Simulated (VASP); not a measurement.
Here is a VASP 6.6.1 calculation.

File INCAR:

```
PREC = Accurate ; ENCUT = 520
EDIFF = 1E-7 ; ISMEAR = 0
SIGMA = 0.01 ; LREAL = False
LASPH = True ; NELM = 60
ALGO = Normal ; ISIF = 2
LWAVE = False ; LCHARG = False
GGA = PE ; NBANDS = 22
```

File KPOINTS:

```
regular mesh
0
Gamma
  1 1 1
```

The input POSCAR:

```
SiGeH6
1.0
   13.0000000000      0.0000000000      0.0000000000
    0.0000000000     13.0000000000      0.0000000000
    0.0000000000      0.0000000000     14.0000000000
Si Ge H
1 1 6
Direct
    0.4589692300      0.5329500000      0.4300535700
    0.5394615400      0.4729269200      0.5720250000
    0.3529538500      0.5691576900      0.4514321400
    0.4532692300      0.4487269200      0.3584035700
    0.5187769200      0.6197192300      0.3888250000
    0.5463384600      0.5596500000      0.6464535700
    0.6490461500      0.4347192300      0.5507178600
    0.4780000000      0.3835115400      0.6157892900
```

Potentials or basis: VASP PAW PBE potentials, release 64 (Si, Ge_d, H).

Run with:

```bash
$ cat potpaw_PBE.64/Si/POTCAR potpaw_PBE.64/Ge_d/POTCAR potpaw_PBE.64/H/POTCAR > POTCAR
$ mpirun -np 1 vasp_gam > vasp.out
```

(1) Estimate the gap between the frontier levels.

(2) Predict the largest force.

Answers

(1) 6.22 eV.

(2) 0.122 eV/Å.
